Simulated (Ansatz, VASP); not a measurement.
# IrRh2 (Rh-Ir-Rh stack, (111) layers) in two plane-wave programs, part 2 of 2

Aim: how closely do two programs agree when they are given the same cell, functional and k mesh? The cell is taken from a series of runs on this material, whose earlier steps may have relaxed, scaled, displaced or heated it; both programs get it as it stands.

VASP 6.6.1 and Ansatz 0.2.0.

So far: The structure; Ansatz: zone-centre phonons, PBEsol.

### 3. VASP: zone-centre phonons, PBEsol

Level of this step: PBEsol; plane waves and PAW (Rh_pv, Ir) (VASP).

The same cell, functional, mesh and smearing now go to VASP, with its own data sets.

Lines of VASP's logs that name or quote its potential files are left out, and so is its time.

INCAR reads:

```
SYSTEM = IrRh2
PREC = Accurate
ENCUT = 500
EDIFF = 1E-08
NELM = 120
ISMEAR = 1
SIGMA = 0.2
LREAL = .FALSE.
ALGO = Normal
GGA = PS
NBANDS = 25
LASPH = .TRUE.
LORBIT = 11
LWAVE = .FALSE.
LCHARG = .FALSE.
ISIF = 2
IBRION = 8
GGA_COMPAT = .FALSE.
NELMDL = -8
```

POSCAR reads:

```
IrRh2
1.0
    2.6571336152      0.0000028249      0.0000000000
   -1.3285692540      2.3011437996      0.0000000000
    0.0000000000      0.0000000000     32.6681001532
Rh Ir
2 1
Direct
    1.0000000000      0.0000000000      0.1703828301
    0.6666666666      0.3333333334      0.3020673561
    0.3333333333      0.6666666667      0.2362250931
```

KPOINTS reads:

```
Automatic mesh
0
Gamma
9 9 1
0 0 0
```

Potentials, in the order of the species: Rh_pv and Ir (PBE family, release 64).

Run with:

```
$ mpirun -np 1 vasp_std
```

Numbers of over 12 decimals in the logs are rounded to 6 here.

The program printed:

```text
[banner, memory and clock lines left out]
running    1 mpi-ranks, on    1 nodes
 distrk:  each k-point on    1 cores,    1 groups
 distr:  one band on    1 cores,    1 groups

 POSCAR found type information on POSCAR RhIr
 POSCAR found :  2 types and       3 ions
|                                                                             |
|               ----> ADVICE to this user running VASP <----                  |
|                                                                             |
|     You enforced a specific xc type in the INCAR file but a different       |
|     [... a line on the potential file left out ...]
|     I HOPE YOU KNOW WHAT YOU ARE DOING!                                     |
|                                                                             |

 LDA part: xc-table for (Slater+PW92), standard interpolation
 POSCAR, INCAR and KPOINTS ok, starting setup
 FFT: planning ... GRIDC
 FFT: planning ... GRID_SOFT
 FFT: planning ... GRID
 WAVECAR not read
 entering main loop
       N       E                     dE             d eps       ncg     rms          rms(c)
DAV:   1     0.300727649462E+03    0.30073E+03   -0.21318E+04   792   0.125E+03
DAV:   2    -0.103200632122E+02   -0.31105E+03   -0.30256E+03   651   0.359E+02
DAV:   3    -0.255521883258E+02   -0.15232E+02   -0.14381E+02   756   0.721E+01
DAV:   4    -0.260290261689E+02   -0.47684E+00   -0.47043E+00   705   0.118E+01
DAV:   5    -0.260409483752E+02   -0.11922E-01   -0.11127E-01   808   0.175E+00
DAV:   6    -0.260413673746E+02   -0.41900E-03   -0.41816E-03   793   0.262E-01
DAV:   7    -0.260413831647E+02   -0.15790E-04   -0.15790E-04   815   0.293E-02
DAV:   8    -0.260413835011E+02   -0.33635E-06   -0.33645E-06   817   0.413E-03    0.221E+01
DAV:   9    -0.249119900552E+02    0.11294E+01   -0.86815E+00   735   0.240E+01    0.120E+01
DAV:  10    -0.308805100805E+02   -0.59685E+01   -0.32061E+01   773   0.511E+01    0.200E+01
DAV:  11    -0.242359425602E+02    0.66446E+01   -0.33564E+01   798   0.352E+01    0.185E+00
DAV:  12    -0.242726256516E+02   -0.36683E-01   -0.48066E-01   613   0.456E+00    0.903E-01
DAV:  13    -0.242687508166E+02    0.38748E-02   -0.13150E-02   804   0.773E-01    0.538E-01
DAV:  14    -0.242654311637E+02    0.33197E-02   -0.11571E-02   868   0.755E-01    0.164E-01
[...]
DAV:  25    -0.242656446350E+02   -0.19204E-05   -0.55038E-08   460   0.793E-04    0.393E-04
DAV:  26    -0.242656456613E+02   -0.10263E-05   -0.20126E-08   472   0.456E-04    0.414E-04
DAV:  27    -0.242656463953E+02   -0.73398E-06   -0.16609E-08   435   0.238E-04    0.336E-04
DAV:  28    -0.242656464924E+02   -0.97152E-07   -0.38531E-10   395   0.157E-04    0.112E-04
DAV:  29    -0.242656467576E+02   -0.26518E-06   -0.32981E-09   400   0.182E-04    0.105E-04
DAV:  30    -0.242656467822E+02   -0.24623E-07    0.22529E-10   387   0.104E-04    0.664E-05
DAV:  31    -0.242656467988E+02   -0.16538E-07    0.38067E-10   313   0.378E-05    0.323E-06
DAV:  32    -0.242656468062E+02   -0.74133E-08    0.39051E-10   320   0.203E-05
   1 F= -.24265647E+02 E0= -.24269665E+02  d E =0.120545E-01
 Linear response reoptimize wavefunctions to high precision
DAV:   1    -0.242656468090E+02   -0.28531E-08    0.43268E-10   314   0.135E-05
DAV:   2    -0.242656468091E+02   -0.87311E-10    0.43916E-10   318   0.625E-06
 Linear response DOF=           4
 Linear response progress:
  Degree of freedom:   1/  4
       N       E                     dE             d eps       ncg     rms          rms(c)
RMM:   1    -0.345996555807E+00   -0.34600E+00    0.25310E+01  2057   0.740E+01
RMM:   2    -0.474491148361E+00   -0.12849E+00   -0.14916E-01  3010   0.310E+00    0.126E-01
RMM:   3    -0.474003954520E+00    0.48719E-03   -0.46200E-03  3308   0.501E-01    0.621E-02
RMM:   4    -0.473100550439E+00    0.90340E-03   -0.62686E-04  3459   0.197E-01    0.260E-02
RMM:   5    -0.473128154298E+00   -0.27604E-04   -0.96907E-05  3519   0.716E-02    0.134E-01
RMM:   6    -0.472923815731E+00    0.20434E-03   -0.38493E-05  3181   0.410E-02    0.116E-02
RMM:   7    -0.472877774992E+00    0.46041E-04   -0.52558E-06  3331   0.166E-02    0.233E-03
RMM:   8    -0.472859499147E+00    0.18276E-04   -0.15071E-06  3841   0.689E-03    0.214E-03
RMM:   9    -0.472860100127E+00   -0.60098E-06   -0.62899E-07  3210   0.300E-03    0.109E-03
RMM:  10    -0.472865671614E+00   -0.55715E-05   -0.57397E-07  3622   0.172E-03    0.577E-04
RMM:  11    -0.472868861924E+00   -0.31903E-05    0.26167E-08  3881   0.842E-04    0.172E-04
RMM:  12    -0.472869303520E+00   -0.44160E-06   -0.39138E-07  3643   0.426E-04    0.333E-05
RMM:  13    -0.472869531633E+00   -0.22811E-06    0.66697E-08  3845   0.267E-04    0.423E-05
RMM:  14    -0.472869594136E+00   -0.62503E-07   -0.16594E-07  4019   0.170E-04    0.128E-05
RMM:  15    -0.472869644372E+00   -0.50236E-07    0.85347E-08  3935   0.117E-04    0.477E-06
RMM:  16    -0.472869716943E+00   -0.72571E-07   -0.74382E-08  3802   0.860E-05    0.269E-06
RMM:  17    -0.472869767604E+00   -0.50661E-07    0.33248E-08  4175   0.627E-05    0.155E-06
RMM:  18    -0.472869783427E+00   -0.15824E-07   -0.44058E-08  3585   0.472E-05    0.124E-06
RMM:  19    -0.472869834246E+00   -0.50819E-07    0.15498E-08  4051   0.394E-05    0.115E-06
RMM:  20    -0.472869805664E+00    0.28583E-07   -0.25958E-08  3405   0.305E-05    0.124E-06
RMM:  21    -0.472869818470E+00   -0.12807E-07    0.11250E-08  2884   0.243E-05    0.956E-07
RMM:  22    -0.472869820930E+00   -0.24600E-08   -0.15904E-08  2742   0.201E-05    0.113E-06
 first order change of Fermi-energy   0.21648E-04
 force on displaced ion       1 direction 1 :  -3.190  -0.000   0.002
 Linear response progress:
  Degree of freedom:   2/  4
       N       E                     dE             d eps       ncg     rms          rms(c)
RMM:   1    -0.546908540127E+00   -0.54691E+00    0.27299E+01   610   0.760E+01
RMM:   2    -0.686406094311E+00   -0.13950E+00   -0.16910E-01   866   0.322E+00    0.345E-01
RMM:   3    -0.729241768354E+00   -0.42836E-01   -0.16814E-02   897   0.766E-01    0.237E+00
RMM:   4    -0.687027708469E+00    0.42214E-01   -0.63974E-03   876   0.549E-01    0.232E-01
RMM:   5    -0.688533987054E+00   -0.15063E-02   -0.22144E-03   864   0.338E-01    0.465E-01
RMM:   6    -0.686843678171E+00    0.16903E-02   -0.91730E-04   796   0.230E-01    0.157E-01
RMM:   7    -0.686572357472E+00    0.27132E-03   -0.12964E-04   997   0.731E-02    0.143E-02
RMM:   8    -0.686538703197E+00    0.33654E-04   -0.16950E-05  1006   0.242E-02    0.151E-02
RMM:   9    -0.686529338137E+00    0.93651E-05   -0.12516E-06   972   0.108E-02    0.263E-03
RMM:  10    -0.686540813184E+00   -0.11475E-04   -0.62727E-07  1015   0.450E-03    0.182E-03
RMM:  11    -0.686544724851E+00   -0.39117E-05   -0.10443E-06  1072   0.179E-03    0.445E-04
RMM:  12    -0.686551122280E+00   -0.63974E-05    0.25437E-08   970   0.105E-03    0.274E-04
RMM:  13    -0.686550999752E+00    0.12253E-06   -0.37173E-07  1043   0.525E-04    0.148E-04
RMM:  14    -0.686553904663E+00   -0.29049E-05   -0.10560E-07  1027   0.695E-04    0.112E-04
RMM:  15    -0.686554591610E+00   -0.68695E-06   -0.15370E-07  1045   0.322E-04    0.123E-04
RMM:  16    -0.686554858162E+00   -0.26655E-06   -0.99037E-08  1013   0.261E-04    0.452E-05
RMM:  17    -0.686554995016E+00   -0.13685E-06   -0.37077E-08  1010   0.168E-04    0.310E-05
RMM:  18    -0.686554995612E+00   -0.59600E-09    0.11078E-08  1048   0.131E-04    0.870E-06
 first order change of Fermi-energy   0.31880E+00
 force on displaced ion       1 direction 3 :   0.000  -0.000 -11.026
 Linear response progress:
  Degree of freedom:   3/  4
       N       E                     dE             d eps       ncg     rms          rms(c)
RMM:   1    -0.171713433286E+00   -0.17171E+00   -0.15512E-01  2484   0.233E+00
RMM:   2    -0.166716342059E+00    0.49971E-02   -0.10257E-02  1746   0.553E-01    0.144E-01
RMM:   3    -0.165908126651E+00    0.80822E-03   -0.59225E-04  1854   0.134E-01    0.811E-02
RMM:   4    -0.165406994901E+00    0.50113E-03   -0.10872E-03  1959   0.139E-01    0.176E-02
RMM:   5    -0.165399874823E+00    0.71201E-05   -0.30024E-05  1777   0.310E-02    0.165E-02
RMM:   6    -0.165383352926E+00    0.16522E-04    0.18702E-06  1699   0.129E-02    0.107E-02
RMM:   7    -0.165314999836E+00    0.68353E-04   -0.56125E-06  1827   0.105E-02    0.194E-03
RMM:   8    -0.165310985890E+00    0.40139E-05   -0.13171E-06  1824   0.276E-03    0.468E-04
RMM:   9    -0.165310367847E+00    0.61804E-06   -0.15933E-07  1985   0.631E-04    0.190E-04
RMM:  10    -0.165310162216E+00    0.20563E-06   -0.18220E-07  1887   0.237E-04    0.339E-05
RMM:  11    -0.165310106110E+00    0.56106E-07    0.36655E-08  2102   0.798E-05    0.276E-05
RMM:  12    -0.165310079937E+00    0.26173E-07   -0.64916E-09  2140   0.292E-05    0.749E-06
RMM:  13    -0.165310073323E+00    0.66142E-08    0.19794E-09  2375   0.124E-05    0.308E-06
 first order change of Fermi-energy   0.36083E-03
 force on displaced ion       3 direction 1 :  -6.642  -0.000   0.000
 Linear response progress:
  Degree of freedom:   4/  4
       N       E                     dE             d eps       ncg     rms          rms(c)
RMM:   1    -0.270270976839E+00   -0.27027E+00   -0.10670E-01  1351   0.269E+00
RMM:   2    -0.262570103683E+00    0.77009E-02   -0.72371E-03   807   0.735E-01    0.283E-01
RMM:   3    -0.289004661001E+00   -0.26435E-01   -0.46710E-04   900   0.447E-01    0.193E+00
RMM:   4    -0.265020508645E+00    0.23984E-01   -0.24771E-03   867   0.264E-01    0.643E-01
RMM:   5    -0.262501790701E+00    0.25187E-02   -0.19836E-03   875   0.169E-01    0.235E-02
RMM:   6    -0.262562278045E+00   -0.60487E-04   -0.13480E-03   859   0.534E-02    0.478E-02
RMM:   7    -0.262434352105E+00    0.12793E-03   -0.15301E-04   795   0.320E-02    0.211E-02
RMM:   8    -0.262434544528E+00   -0.19242E-06   -0.22615E-04   929   0.141E-02    0.177E-02
RMM:   9    -0.262412783823E+00    0.21761E-04   -0.11519E-04   887   0.718E-03    0.192E-03
RMM:  10    -0.262403836024E+00    0.89478E-05   -0.44610E-05   955   0.231E-03    0.804E-04
RMM:  11    -0.262399736363E+00    0.40997E-05   -0.10353E-05   898   0.760E-04    0.283E-04
RMM:  12    -0.262399653412E+00    0.82952E-07   -0.62303E-06   950   0.434E-04    0.241E-04
RMM:  13    -0.262399246948E+00    0.40646E-06   -0.14989E-06   933   0.394E-04    0.110E-04
RMM:  14    -0.262399108928E+00    0.13802E-06   -0.29588E-06   966   0.330E-04    0.999E-05
RMM:  15    -0.262398646204E+00    0.46272E-06   -0.15814E-06   971   0.198E-04    0.737E-05
RMM:  16    -0.262398429791E+00    0.21641E-06   -0.95898E-08   948   0.120E-04    0.232E-05
RMM:  17    -0.262398527800E+00   -0.98010E-07   -0.78185E-08  1002   0.854E-05    0.167E-05
RMM:  18    -0.262398543004E+00   -0.15204E-07   -0.19994E-08  1016   0.389E-05    0.666E-06
RMM:  19    -0.262398533193E+00    0.98109E-08   -0.19747E-08   981   0.317E-05    0.567E-06
 first order change of Fermi-energy   0.77417E-03
 force on displaced ion       3 direction 3 :   0.000  -0.000 -20.186
 Linear response finished
```

OUTCAR, selected parts (step 3):

```text
ion  position               nearest neighbor table
   1  0.000  0.000  0.170-   3 2.64   3 2.64   3 2.64
   2  0.667  0.333  0.302-   3 2.64   3 2.64   3 2.64
   3  0.333  0.667  0.236-   2 2.64   1 2.64   2 2.64   1 2.64   2 2.64   1 2.64

  LATTYP: Found a hexagonal cell.
 ALAT       =     2.6571336152
 C/A-ratio  =    12.2944890563

 Subroutine GETGRP returns: Found 12 space group operations
 (whereof  6 operations were pure point group operations)

The static configuration has the point symmetry C_3v.
 The point group associated with its full space group is D_3d.

 Found     12 irreducible k-points:

   k-points           NKPTS =     12   k-points in BZ     NKDIM =     12   number of bands    NBANDS=     25

   dimension x,y,z NGX =    20 NGY =   20 NGZ =  240
   dimension x,y,z NGXF=    40 NGYF=   40 NGZF=  480

   ENCUT  =  500.0 eV  36.75 Ry    6.06 a.u.   4.84  4.84 59.56*2*pi/ulx,y,z

   NELECT =      39.0000    total number of electrons

 k-points in reciprocal lattice and weights: Automatic mesh
   0.00000000  0.00000000  0.00000000       0.012
   0.11111111 -0.00000000  0.00000000       0.074
   0.22222222 -0.00000000  0.00000000       0.074
   0.33333333 -0.00000000  0.00000000       0.074
   0.44444444 -0.00000000  0.00000000       0.074
   0.11111111  0.11111111  0.00000000       0.074
   0.22222222  0.11111111  0.00000000       0.148
   0.33333333  0.11111111  0.00000000       0.148
   0.44444444  0.11111111  0.00000000       0.074
   0.22222222  0.22222222  0.00000000       0.074
   0.33333333  0.22222222  0.00000000       0.148
   0.33333333  0.33333333  0.00000000       0.025

 average (electrostatic) potential at core
       1 -84.0228       2 -84.0229       3 -60.6986

  Total        0.1391136      0.1391136      0.0246001      0.0000000     -0.0000000     -0.0000000
  in kB        1.1158319      1.1158319      0.1973179      0.0000000     -0.0000000     -0.0000000
  external PRESSURE =       0.8096606 kB  Pullay stress =       0.0000000 kB

  energy-cutoff  :      500.00
  volume of cell :      199.75
      direct lattice vectors                 reciprocal lattice vectors
     2.657133615  0.000002825  0.000000000     0.376345164  0.217283515  0.000000000
    -1.328569254  2.301143800  0.000000000    -0.000000462  0.434566230  0.000000000
     0.000000000  0.000000000 32.668100153     0.000000000  0.000000000  0.030610902

 POSITION                                       TOTAL-FORCE (eV/Angst)
 -----------------------------------------------------------------------------------
      0.00000      0.00000      5.56608        -0.000000      0.000000     -0.009302
      1.32857      0.76705      9.86797         0.000000     -0.000000      0.009302
     -0.00000      1.53410      7.71703         0.000000      0.000000      0.000000
 -----------------------------------------------------------------------------------
    total drift:                                0.000000      0.000000     -0.000211

 Eigenvectors and eigenvalues of the dynamical matrix
 ----------------------------------------------------

   1 f  =    7.047010 THz    44.277673 2PiTHz  235.062967 cm-1    29.144080 meV
             X         Y         Z           dx          dy          dz
      0.000000  0.000000  5.566083    -0.000000   -0.000000   -0.491510
      1.328566  0.767050  9.867967    -0.000000   -0.000000   -0.491510
     -0.000002  1.534097  7.717025     0.000000    0.000000    0.718912

   2 f  =    5.327045 THz    33.470813 2PiTHz  177.691107 cm-1    22.030880 meV
             X         Y         Z           dx          dy          dz
      0.000000  0.000000  5.566083    -0.000000   -0.000000    0.707107
      1.328566  0.767050  9.867967    -0.000000   -0.000000   -0.707107
     -0.000002  1.534097  7.717025     0.000000   -0.000000    0.000000

   3 f  =    4.049165 THz    25.441652 2PiTHz  135.065596 cm-1    16.745992 meV
             X         Y         Z           dx          dy          dz
      0.000000  0.000000  5.566083    -0.181960   -0.457530   -0.000000
      1.328566  0.767050  9.867967    -0.181960   -0.457530    0.000000
     -0.000002  1.534097  7.717025     0.265230    0.666908    0.000000

   4 f  =    4.049165 THz    25.441652 2PiTHz  135.065596 cm-1    16.745992 meV
             X         Y         Z           dx          dy          dz
      0.000000  0.000000  5.566083     0.457530   -0.181960    0.000000
      1.328566  0.767050  9.867967     0.457530   -0.181960   -0.000000
     -0.000002  1.534097  7.717025    -0.666908    0.265230    0.000000

   5 f  =    2.683759 THz    16.862557 2PiTHz   89.520574 cm-1    11.099132 meV
             X         Y         Z           dx          dy          dz
      0.000000  0.000000  5.566083    -0.261311   -0.657051    0.000000
      1.328566  0.767050  9.867967     0.261311    0.657051   -0.000000
     -0.000002  1.534097  7.717025    -0.000000   -0.000000    0.000000

   6 f  =    2.683759 THz    16.862557 2PiTHz   89.520574 cm-1    11.099132 meV
             X         Y         Z           dx          dy          dz
      0.000000  0.000000  5.566083     0.657051   -0.261311    0.000000
      1.328566  0.767050  9.867967    -0.657051    0.261311   -0.000000
     -0.000002  1.534097  7.717025     0.000000   -0.000000    0.000000

   7 f/i=    0.001685 THz     0.010589 2PiTHz    0.056217 cm-1     0.006970 meV
             X         Y         Z           dx          dy          dz
      0.000000  0.000000  5.566083    -0.000000   -0.000000   -0.508348
      1.328566  0.767050  9.867967    -0.000000   -0.000000   -0.508348
     -0.000002  1.534097  7.717025     0.000000    0.000000   -0.695101

   8 f/i=    0.007942 THz     0.049903 2PiTHz    0.264929 cm-1     0.032847 meV
             X         Y         Z           dx          dy          dz
      0.000000  0.000000  5.566083    -0.401791    0.310033    0.000000
      1.328566  0.767050  9.867967    -0.401791    0.310033   -0.000000
     -0.000002  1.534097  7.717025    -0.551295    0.425394    0.000000

   9 f/i=    0.007942 THz     0.049903 2PiTHz    0.264929 cm-1     0.032847 meV
             X         Y         Z           dx          dy          dz
      0.000000  0.000000  5.566083    -0.310033   -0.401791   -0.000000
      1.328566  0.767050  9.867967    -0.310033   -0.401791    0.000000
     -0.000002  1.534097  7.717025    -0.425394   -0.551295    0.000000

 ELASTIC MODULI CONTR FROM IONIC RELAXATION (kBar)
 Direction    XX          YY          ZZ          XY          YZ          ZX
 --------------------------------------------------------------------------------
 XX        -122.6486    -85.2739   -301.7082     -0.0000     57.2762     -0.0001
 YY         -85.2739   -122.6486   -301.7082     -0.0000    -57.2762      0.0001
 ZZ        -301.7082   -301.7082   -875.5938     -0.0000     -0.0000     -0.0000
 XY          -0.0000     -0.0000     -0.0000    -18.6873      0.0002     45.8625
 YZ          57.2762    -57.2762     -0.0000      0.0002   -175.5498     -0.0000
 ZX          -0.0001      0.0001     -0.0000     45.8625     -0.0000   -112.5556
 --------------------------------------------------------------------------------
```

### 4. Differences

Known differences besides the potentials themselves: Ansatz cuts the interaction across the vacuum, VASP repeats the sheet without a dipole correction; VASP's run holds the zone centre alone; the data sets hold 51 valence electrons in Ansatz (on its PAW soft_1 files) and 39 in VASP; the cutoff is 420 eV in Ansatz and 500 eV in VASP; Ansatz makes its cores anew for this functional, VASP keeps those of its PBE data sets. Total energies have different zeros and are not compared.

Both answers:

| quantity | Ansatz | VASP | difference |
| --- | --- | --- | --- |
| optical mode 1 to 2 (cm⁻¹) | 88.1 | 89.5 | -1.58 % |
| optical mode 3 to 4 (cm⁻¹) | 134.8 | 135.1 | -0.23 % |
| optical mode 5 (cm⁻¹) | 176.2 | 177.7 | -0.86 % |
| optical mode 6 (cm⁻¹) | 233.2 | 235.1 | -0.78 % |

Modes are paired by rising frequency, not by their patterns, so a pair may set unlike modes beside each other; they are those without the splitting of longitudinal modes. Where the cell holds vacuum, a pressure given here is an average over it and none of the material.

### 5. Outcome

```yaml
r_m_s_difference_of_the_optical_zone_centre_modes_each_program_s_sorted_by_frequency_zone_centre_phonons_pbesol: 1.3 cm⁻¹
difference_in_optical_mode_1_to_2_zone_centre_phonons_pbesol: -1.6 %
```

In words: The r.m.s. difference of the optical zone-centre modes, each program's sorted by frequency is 1.3 cm⁻¹ (zone-centre phonons, PBEsol). The data sets hold unlike numbers of valence electrons (51 in Ansatz and 39 in VASP), so part of the differences may come from the potentials. Among the rows given in per cent, the largest difference of the zone-centre phonons, PBEsol pair is in optical mode 1 to 2, -1.6 %. Such differences can come from data sets, numerical settings and the points named under the comparisons, not from the functional's error against experiment.

[Lines on the potential files, build, host, timing and source positions are cut from VASP's logs without a mark.]

[Logs are printed without paths, hosts, clocks, repeated set-up lines and the standing remarks that a program may print on its own settings, such as how far it seeks lower states.]

[Hosts, paths, dates, database ids (printed as entryN), source tags and the programs' standing remarks are cut or masked in the printed files.]
